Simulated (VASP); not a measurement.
All values below come from PBE GGA, VASP's PBE PAW potentials (set 64) (plane waves; VASP).

VASP input:

INCAR:
```
ALGO=Normal
EDIFF=1E-7
EDIFFG=-0.01
ENCUT=600
GGA=PE
IBRION=2
ISIF=3
ISMEAR=0
LASPH=T
LCHARG=F
LMAXMIX=4
LREAL=F
LWAVE=F
NELM=100
NSW=40
PREC=Accurate
PSTRESS=50
SIGMA=0.05
SYSTEM=BAs
```

**POSCAR**
```
BAs
1.0
  0.0000000000   2.4082175096   2.4082175096
  2.4082175096   0.0000000000   2.4082175096
  2.4082175096   2.4082175096   0.0000000000
B As
1 1
Direct
  0.0000000000   0.0000000000   0.0000000000
  0.2500000000   0.2500000000   0.2500000000
```

KPOINTS:
```
K-points
0
Gamma
 10 10 10
0 0 0
```

POTCAR, in this order: B As (PBE.64 set). Program: vasp_std.

Task: What will the output report for the number of irreducible k-points (NKPTS), number of bands (NBANDS), largest plane-wave count, number of space-group operations, FFT grid (NGX, NGY, NGZ)?

Result: 
```
Item                                           Value
--------------------------------------  ------------
number of irreducible k-points (NKPTS)            47
number of bands (NBANDS)                           8
largest plane-wave count                         951
number of space-group operations                  24
FFT grid (NGX, NGY, NGZ)                28 × 28 × 28
```

The compound is BAs in the zinc blende structure. This run relaxes it under an external pressure of 5 GPa. Symmetry was kept, so distortions that lower it aren't found.
